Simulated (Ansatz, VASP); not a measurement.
## Cross-check of ZnNi between VASP and Ansatz

Aim: how closely do two programs agree when they are given the same cell, functional and k mesh? The cell is taken from a series of runs on this material, whose earlier steps may have relaxed, scaled, displaced or heated it; both programs get it as it stands.

Calculated with Ansatz 0.2.0; plane waves, with VASP 6.6.1 beside it; single point at PBEsol.

## Step 1: Set-up

Symmetry: P4/mmm, No. 123, tetragonal system. The conventional cell has a = 2.754 Å, b = 2.754 Å, c = 3.214 Å, α = 90.00°, β = 90.00°, γ = 90.00°. Nearest to Zn lie 8 Ni at 2.52 Å and 4 Zn at 2.75 Å. Nearest to Ni lie 8 Zn at 2.52 Å and 4 Ni at 2.75 Å. Farther neighbours are not listed.

## Step 2: VASP: single point, PBEsol

With cell and atoms fixed, the geometry can't cause a difference; cores, projectors, grids and the points listed under the comparison can.

Lines of VASP's logs that name or quote its potential files are left out, and so is its time.

INCAR reads:

```
SYSTEM = ZnNi
PREC = Accurate
ENCUT = 600
EDIFF = 1E-06
NELM = 120
ISMEAR = 0
SIGMA = 0.1
LREAL = .FALSE.
ALGO = Normal
GGA = PS
NBANDS = 17
LASPH = .TRUE.
LORBIT = 11
LWAVE = .FALSE.
LCHARG = .FALSE.
ISIF = 2
GGA_COMPAT = .FALSE.
```

POSCAR reads:

```
ZnNi
1.0
    2.7541809127      0.0000000000      0.0000000000
    0.0000000000      2.7541809127      0.0000000000
    0.0000000000      0.0000000000      3.2140000000
Zn Ni
1 1
Direct
    0.5000000000      0.5000000000      0.5000000000
    0.0000000000      0.0000000000      0.0000000000
```

KPOINTS reads:

```
Automatic mesh
0
Gamma
6 6 6
0 0 0
```

The projector-augmented-wave data sets are Zn and Ni (PBE family, release 64).

Command:

```sh
mpirun -np 1 vasp_std
```

Numbers of over 12 decimals in the logs are rounded to 6 here.

The log of the run:

```text
[banner, memory and clock lines left out]
running    1 mpi-ranks, on    1 nodes
 distrk:  each k-point on    1 cores,    1 groups
 distr:  one band on    1 cores,    1 groups

 POSCAR found type information on POSCAR ZnNi
 POSCAR found :  2 types and       2 ions
|                                                                             |
|               ----> ADVICE to this user running VASP <----                  |
|                                                                             |
|     You enforced a specific xc type in the INCAR file but a different       |
|     [... a line on the potential file left out ...]
|     I HOPE YOU KNOW WHAT YOU ARE DOING!                                     |
|                                                                             |

 LDA part: xc-table for (Slater+PW92), standard interpolation
 POSCAR, INCAR and KPOINTS ok, starting setup
 FFT: planning ... GRIDC
 FFT: planning ... GRID_SOFT
 FFT: planning ... GRID
 WAVECAR not read
 entering main loop
       N       E                     dE             d eps       ncg     rms          rms(c)
DAV:   1     0.997028424772E+02    0.99703E+02   -0.11892E+04  1448   0.218E+03
DAV:   2    -0.545239932440E+01   -0.10516E+03   -0.10093E+03  1376   0.297E+02
DAV:   3    -0.927603710827E+01   -0.38236E+01   -0.37935E+01  1528   0.682E+01
DAV:   4    -0.931453781238E+01   -0.38501E-01   -0.38491E-01  1685   0.605E+00
DAV:   5    -0.931550051371E+01   -0.96270E-03   -0.96266E-03  1619   0.863E-01    0.106E+01
DAV:   6    -0.100491054177E+02   -0.73360E+00   -0.15115E+01  1438   0.672E+01    0.122E+01
DAV:   7    -0.824819055686E+01    0.18009E+01   -0.69122E+00  1508   0.736E+01    0.334E+00
DAV:   8    -0.822757027836E+01    0.20620E-01   -0.20727E-01  1533   0.670E+00    0.140E+00
DAV:   9    -0.821868571050E+01    0.88846E-02   -0.10490E-02  1712   0.138E+00    0.255E-01
DAV:  10    -0.821837938179E+01    0.30633E-03   -0.76469E-04  1792   0.327E-01    0.647E-02
DAV:  11    -0.821837445082E+01    0.49310E-05   -0.39358E-05  1825   0.114E-01    0.147E-02
DAV:  12    -0.821837462839E+01   -0.17757E-06   -0.66149E-06  1517   0.596E-02
   1 F= -.82183746E+01 E0= -.82155433E+01  d E =-.566265E-02
```

Parts of OUTCAR (step 2):

```text
ion  position               nearest neighbor table
   1  0.500  0.500  0.500-   2 2.52   2 2.52   2 2.52   2 2.52   2 2.52   2 2.52   2 2.52   2 2.52

  LATTYP: Found a simple tetragonal cell.
 ALAT       =     2.7541809127
 C/A-ratio  =     1.1669531167

 Subroutine GETGRP returns: Found 16 space group operations
 (whereof 16 operations were pure point group operations)

The static configuration has the point symmetry D_4h.

 Found     40 irreducible k-points:

   k-points           NKPTS =     40   k-points in BZ     NKDIM =     40   number of bands    NBANDS=     17

   dimension x,y,z NGX =    24 NGY =   24 NGZ =   28
   dimension x,y,z NGXF=    48 NGYF=   48 NGZF=   56

   ENCUT  =  600.0 eV  44.10 Ry    6.64 a.u.   5.50  5.50  6.42*2*pi/ulx,y,z

   NELECT =      22.0000    total number of electrons

 k-points in reciprocal lattice and weights: Automatic mesh
   0.00000000  0.00000000  0.00000000       0.005
   0.16666667  0.00000000  0.00000000       0.019
   0.33333333  0.00000000  0.00000000       0.019
   0.50000000  0.00000000  0.00000000       0.009
   0.16666667  0.16666667  0.00000000       0.019
   0.33333333  0.16666667  0.00000000       0.037
   0.50000000  0.16666667  0.00000000       0.019
   0.33333333  0.33333333  0.00000000       0.019
   0.50000000  0.33333333  0.00000000       0.019
[...]
0.50000000  0.33333333  0.50000000       0.019
   0.50000000  0.50000000  0.50000000       0.005

 average (electrostatic) potential at core
       1 -33.2565       2 -85.0112

 E-fermi :   5.7659

 k-point     1 :       0.0000    0.0000    0.0000
  band No.  band energies     occupation
    ...
      7       3.5179      2.00000
      8       3.6972      2.00000
      9       4.8798      2.00000
     10       4.8798      2.00000
     11       5.0821      2.00000
     12       9.6094      0.00000
     13      14.9235      0.00000
     14      14.9235      0.00000
     15      15.4993      0.00000
     16      19.8802      0.00000
    ...

 k-point     2 :       0.1667    0.0000    0.0000
  band No.  band energies     occupation
    ...
      7       3.5663      2.00000
      8       3.7487      2.00000
      9       4.4809      2.00000
     10       4.8633      2.00000
     11       4.8877      2.00000
     12      10.6669      0.00000
     13      11.2684      0.00000
     14      15.7439      0.00000
     15      15.7790      0.00000
     16      20.8926      0.00000
    ...

 k-point     3 :       0.3333    0.0000    0.0000
  band No.  band energies     occupation
    ...
      7       3.4008      2.00000
      8       3.6661      2.00000
      9       3.9030      2.00000
     10       4.5394      2.00000
     11       4.8296      2.00000
     12       7.2250      0.00000
     13      13.1954      0.00000
     14      16.5799      0.00000
     15      18.0923      0.00000
     16      20.7744      0.00000
    ...

  Total       -1.3508919     -1.3508919     -1.0898123      0.0000000      0.0000000      0.0000000
  in kB      -88.7769811    -88.7769811    -71.6195323      0.0000000      0.0000000      0.0000000
  external PRESSURE =     -83.0578315 kB  Pullay stress =       0.0000000 kB

  energy-cutoff  :      600.00
  volume of cell :       24.38
      direct lattice vectors                 reciprocal lattice vectors
     2.754180913  0.000000000  0.000000000     0.363084355  0.000000000  0.000000000
     0.000000000  2.754180913  0.000000000     0.000000000  0.363084355  0.000000000
     0.000000000  0.000000000  3.214000000     0.000000000  0.000000000  0.311138768

 POSITION                                       TOTAL-FORCE (eV/Angst)
 -----------------------------------------------------------------------------------
      1.37709      1.37709      1.60700         0.000000      0.000000      0.000000
      0.00000      0.00000      0.00000         0.000000      0.000000      0.000000
 -----------------------------------------------------------------------------------
    total drift:                                0.000000      0.000000     -0.000000

  FREE ENERGIE OF THE ION-ELECTRON SYSTEM (eV)
  ---------------------------------------------------
  free  energy   TOTEN  =        -8.2183746284 eV

  energy  without entropy=       -8.2127119792  energy(sigma->0) =       -8.21554330

 total charge
# of ion       s       p       d       tot
------------------------------------------
    1        0.607   0.543   9.747  10.897
    2        0.425   0.416   8.419   9.260
--------------------------------------------------
tot          1.033   0.959  18.166  20.158

[... 3 further parts left out ...]
```

This run has no spin polarisation, so a moment on Ni, if there is one, isn't seen. The k-mesh is coarse for a metal. The PAW data sets were made with PBE, which is usual practice but a small mismatch for other functionals.

## Step 3: Ansatz: single point, PBEsol

Ansatz runs on its default PAW (the set named soft_2) files.

The same cell, functional, mesh and smearing now go to Ansatz, which takes its cutoff from its data sets.

input.yaml reads:

```yaml
crystal:
  lattice:
    - [2.7541809127, 0.0, 0.0]
    - [0.0, 2.7541809127, 0.0]
    - [0.0, 0.0, 3.214]
  atoms:
    - { symbol: Zn, position: [0.5, 0.5, 0.5] }
    - { symbol: Ni, position: [0.0, 0.0, 0.0] }
kpoints:
  mp_grid: { grid: [6, 6, 6] }
hamiltonian:
  xc: pbesol
scf:
  occupations: { method: gaussian, width: 0.1 }
output:
  forces: true
  stress: true
  eigenvalues: true
```

Command:

```sh
ansatz run input.yaml --threads 4 --pin off --max-ram 8192MiB --backend cpu --events-out ev --progress --plain --runs-dir out
```

The log of the run:

```text
Engine: ansatz 0.2.0, aarch64-unknown-linux-gnu
Pseudopotentials: kind: paw
Pseudopotential: Zn, paw, valence charge 12, recommended cutoff 420 eV (normal), Zn.paw.azcp
Pseudopotential: Ni, paw, valence charge 18, recommended cutoff 420 eV (normal), Ni.paw.azcp
Functional definition: PBEsol
  exchange = pbesol_x
  correlation = pbesol_c
Crystal: 2 atoms, lattice volume = 24.380 Å³
Basis set: ecut = 420 eV, 495 PW (Γ), exchange–correlation on 40×40×48 points (8 copies of the dense FFT grid, shifted against one another)
Bands: 19, of which v1, the nominal top of the filled ones, is band 15 counted from 1 (14 counted from 0)
Symmetry: 16 space group operations
Space group: P4/mmm (ITA 123), of the structure as read, at distance tolerance 2.9e-5 Å
k-points: 40 of 216
Non-local potential: Zn, projectors of the file, l = 0: 2, l = 1: 2, l = 2: 3, l = 3: 1
Non-local potential: Ni, projectors of the file, l = 0: 3, l = 1: 2, l = 2: 3, l = 3: 1
PAW form: soft (Blöchl's): semilocal exchange-correlation on the pseudo side does not see the compensation charge
PAW frozen core: Zn, regenerated for the run's functional, and the local potential with it (the file was generated under x = pbe(κ = 0.804, μ = 0.219515), c = pbe(β = 0.066725))
PAW frozen core: Ni, regenerated for the run's functional, and the local potential with it (the file was generated under x = pbe(κ = 0.804, μ = 0.219515), c = pbe(β = 0.066725))
PAW one-centre angular grid: Zn, 590 points (default); XC on 64 Gauss nodes
PAW one-centre angular grid: Ni, 590 points (default); XC on 64 Gauss nodes
Initial density: superposition of atomic densities (neutral atoms: chi_scale 0, normalization atom), corrected by the library's trained network
Initial wavefunctions: pseudopotential atomic-orbital guess
Functional: x = pbesol(κ = 0.804, μ = 0.123457), c = pbesol(β = 0.046)
SCF iter   1: F=—  HF=-9086.382281 eV  |F-HF|=—  |Δ(HF+E_count)|=         —  Δρ=2.76e-2  dr2=1.17e-1  ethr=1.77e-3  ⟨swp⟩=5.2  Hψ=3305  notcnv=0
preconditioner: auto → none  [metal: Δε(μ)=0.017 eV  Ē_g=11.108 eV  σ=0.100 eV  W_gap=0.10  n_scr=6 (ndim 8)  ℏωp=35.3 eV  f_vac=0.000  D(μ)=1.26/eV (n_scr^D=14)  sad-step TF]
SCF iter   2: F=—  HF=-9086.371190 eV  |F-HF|=—  |Δ(HF+E_count)|=   1.11e-2  Δρ=1.35e-2  dr2=3.26e-2  ethr=3.90e-4  ⟨swp⟩=2.0  Hψ=1207  notcnv=0  defer=4
SCF iter   3: F=—  HF=-9086.367728 eV  |F-HF|=—  |Δ(HF+E_count)|=   3.46e-3  Δρ=2.46e-3  dr2=8.26e-4  ethr=1.09e-4  ⟨swp⟩=1.6  Hψ=826  notcnv=0  defer=4
SCF iter   4: F=—  HF=-9086.367353 eV  |F-HF|=—  |Δ(HF+E_count)|=   3.76e-4  Δρ=8.09e-4  dr2=9.12e-5  ethr=2.75e-6  ⟨swp⟩=2.0  Hψ=1124  notcnv=0  defer=4
SCF iter   5: F=—  HF=-9086.367313 eV  |F-HF|=—  |Δ(HF+E_count)|=   4.00e-5  Δρ=1.66e-4  dr2=1.56e-6  ethr=3.04e-7  ⟨swp⟩=2.0  Hψ=1062  notcnv=0  defer=5
SCF iter   6: F=-9086.367313 eV  HF=-9086.367313 eV  |F-HF|=1.60e-8  |Δ(HF+E_count)|=   7.02e-7  Δρ=2.68e-5  dr2=5.57e-8  ethr=3.33e-10  ⟨swp⟩=7.1  Hψ=3943  notcnv=0
SCF 1 converged in 6 iterations: F = -9086.367313 eV  dr2 = 5.57e-8
  greatest PAW one-centre occupation: 1.001 electrons in one spin orbital (limit 2), on the Ni atom at site 1 (counted from 0), in its partial waves of l = 1
SCF converged after 6 iterations
Free energy (F): -9086.367313 eV
Harris-Foulkes:  -9086.367313 eV  (|F-HF|=1.60e-8)
Internal energy: -9086.361542 eV  (E = F + TS)
E sigma→0 (E₀):  -9086.364428 eV
Entropy (-TS):   -0.005771 eV (-2.886 meV/atom)
Fermi energy:    14.627304 eV
--- Per-component energies (eV) ---
  E_band       = -242.706166
  E_kinetic    = 416.189694
  E_local      = -5160.660388  (includes V_loc(G=0)·N_el)
  E_nonlocal   = 1252.286749
  E_hartree    = 2166.897453
  E_xc         = -221.002845
  E_vxc        = -162.900414  (∫ρ·V_xc dr)
  E_paw        = -3386.458637  (= ΣΔE_a)
  E_vpaw       = -921.413371  (= ΣTr[D̂ρ^β])
  E_aug_tail   = 0.000149  (compensation charges beyond the density's cutoff)
  E_ewald      = -4154.608361
  E_core_change = 0.994644  (= ΣΔE_core)
  E_smearing   = -0.005771  (= −TS)
  E_closure    = 0.000000  (closes the sum)
  Σ components = -9086.367313   (vs F -9086.367313, Δ=0.00e0)
--- Forces (eV/Å), atoms counted from 1 ---
  atom   1  Zn     0.00000000    -0.00000000     0.00000000
  atom   2  Ni    -0.00000000     0.00000000     0.00000000
  max |Σ_I F_I| component: 2.10e-29 eV/Å
--- Stress (GPa, compression-positive) ---
       -9.441900       0.000000       0.000000
        0.000000      -9.441900       0.000000
        0.000000       0.000000      -7.632710
  P = ⅓ Tr σ = -8.8388 GPa (-88.388 kbar)
--- Band table (eV; the first three rows and the last of 40) ---
  k-point 0: bands = [... 11 lower, 12.5614, 13.7536, 13.7536, 13.9557, 18.4319, 23.7281, 23.7281, 24.3285]
  k-point 1: bands = [... 11 lower, 12.3832, 13.6247, 13.6247, 13.9444, 16.2685, 24.3777, 24.3777, 27.2978]
  k-point 2: bands = [... 11 lower, 12.2793, 13.3861, 13.3861, 13.9217, 14.1929, 26.1511, 26.1511, 29.2446]
  k-point 39: bands = [... 11 lower, 11.6157, 13.9116, 14.3146, 19.5073, 19.9250, 19.9250, 20.0831, 20.0831]
```

The run ends at a pressure of -8.84 GPa.

## Step 4: Side by side

Known differences besides the potentials themselves: the data sets hold 30 valence electrons in Ansatz (on its default PAW (the set named soft_2) files) and 22 in VASP; the cutoff is 420 eV in Ansatz and 600 eV in VASP; Ansatz makes its cores anew for this functional, VASP keeps those of its PBE data sets. Total energies have different zeros and are not compared.

Both answers:

```
      quantity  Ansatz   VASP  difference
pressure (GPa)   -8.84  -8.31       -0.53
```

## Step 5: Outcome

```json
{
  "difference in pressure (single point, PBEsol)": "-0.53 GPa"
}
```

**Reading.** The difference in pressure is -0.53 GPa (single point, PBEsol), within the 1 GPa picked in this series as the mark of a large difference. The data sets hold unlike numbers of valence electrons (30 in Ansatz and 22 in VASP), so part of the differences comes from the potentials. How closely two codes agree says nothing of how well the functional describes the real material.

[Lines on the potential files, build, host, timing and source positions are cut from VASP's logs without a mark.]

[Logs are printed without paths, hosts, clocks, repeated set-up lines and the standing remarks that a program may print on its own settings, such as how far it seeks lower states.]

[Hosts, paths, dates, database ids (printed as entryN), source tags and the programs' standing remarks are cut or masked in the printed files.]
